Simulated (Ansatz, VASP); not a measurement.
**Two plane-wave programs on CrCo**

Contents of INCAR:

```
PREC = Accurate ; ENCUT = 520
EDIFF = 1E-6 ; ISMEAR = 0
SIGMA = 0.1 ; LREAL = False
LASPH = True ; NELM = 150
ALGO = Normal ; ISIF = 2
LWAVE = False ; LCHARG = False
ISPIN = 2 ; MAGMOM = 3 3
LORBIT = 11 ; LMAXMIX = 4
GGA = PE ; NBANDS = 22
```

The input KPOINTS:

```
Automatic mesh
0
Gamma
  8 8 8
```

POSCAR

```
CrCo
1.0
    0.0000000000      2.0769203200      2.0769203200
    2.0769203200      0.0000000000      2.0769203200
    2.0769203200      2.0769203200      0.0000000000
Cr Co
1 1
Direct
    0.5000000000      0.5000000000      0.5000000000
    0.0000000000      0.0000000000      0.0000000000
```

Input for Ansatz:

```yaml
crystal:
  lattice:
    - [0.0, 2.07692032, 2.07692032]
    - [2.07692032, 0.0, 2.07692032]
    - [2.07692032, 2.07692032, 0.0]
  atoms:
    - { symbol: Cr, position: [0.5, 0.5, 0.5], spin: 3.0 }
    - { symbol: Co, position: [0.0, 0.0, 0.0], spin: 3.0 }
basis:
  ecutwfc: 420
kpoints:
  mp_grid: { grid: [8, 8, 8] }
hamiltonian:
  xc: pbe
scf:
  occupations: { method: gaussian, width: 0.1 }
  lower_state_search: "off"
output:
  forces: true
  stress: true
  eigenvalues: true
  populations: true
magnetization:
  spin_polarized: true
```

Change from the starting cell: species swapped into the AlN type (Fm-3m, No. 225).

Alike in both runs: task single point; functional PBE; k mesh 8 × 8 × 8; occupations gaussian, width 0.1 eV; collinear spin.

```csv
,VASP,Ansatz
version,VASP 6.6.1,Ansatz 0.2.0
potentials or method,"VASP PAW PBE potentials, release 64 (Cr_pv, Co)","scalar-relativistic, plane waves, PAW"
plane-wave cutoff (eV),520,420
valence electrons in the cell,21,31
```

|  | VASP | Ansatz | Ansatz less VASP |
| --- | --- | --- | --- |
| gap on the k mesh at the Fermi level (eV) | none | none | - |
| net moment per atom (μB) | 0.16 | 0.16 | +0.002 |
| size of the moment on the site where the two differ most (μB) | 0.28 | 0.25 | -0.031 |

Site moments also hang on the region over which each program counts them. A gap of «none» marks a metal or a gap that the smearing closes. The functional is the same, so the differences come from potentials, cutoffs and numerics. The two sets of potentials don't hold the same shells in valence. Ansatz warned: «seeded_moment_not_kept».
